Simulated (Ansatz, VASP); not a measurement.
**SnPtAu3 in VASP and in Ansatz**

```
Sn Pt Au
1.0
     5.08158    0.00000    0.00000
     0.00000    5.08158    0.00000
     0.00000    0.00000    5.08158
Sn Pt Au
1 1 3
Cartesian
  0.0000 0.0000 0.0000
  2.5408 2.5408 2.5408
  2.5408 2.5408 0.0000
  0.0000 2.5408 2.5408
  2.5408 0.0000 2.5408
```

The cell was built by a generator and needn't be a form met in nature.

Alike in both runs: task single point; functional PBE; k mesh 8 × 8 × 8; occupations gaussian, width 0.1 eV; no spin polarisation.

|  | VASP | Ansatz |
| --- | --- | --- |
| version | VASP 6.6.1 | Ansatz 0.2.0 |
| potentials or method | VASP PAW PBE potentials, release 64 (Sn_d, Pt, Au) | scalar-relativistic, plane waves, PAW |
| plane-wave cutoff (eV) | 520 | 420 |
| valence electrons in the cell | 57 | 89 |

Ansatz gave:

| Quantity | Value |
| --- | --- |
| gap on the k mesh at the Fermi level (eV) | none |
| pressure (GPa) | 0.0 |

Estimate VASP's values.

gap on the k mesh at the Fermi level (eV): none; pressure (GPa): -0.2.

A gap of «none» marks a metal or a gap that the smearing closes. The two sets of potentials don't hold the same shells in valence.

The runs have no spin-orbit coupling, so splittings on Au, Pt are missing.
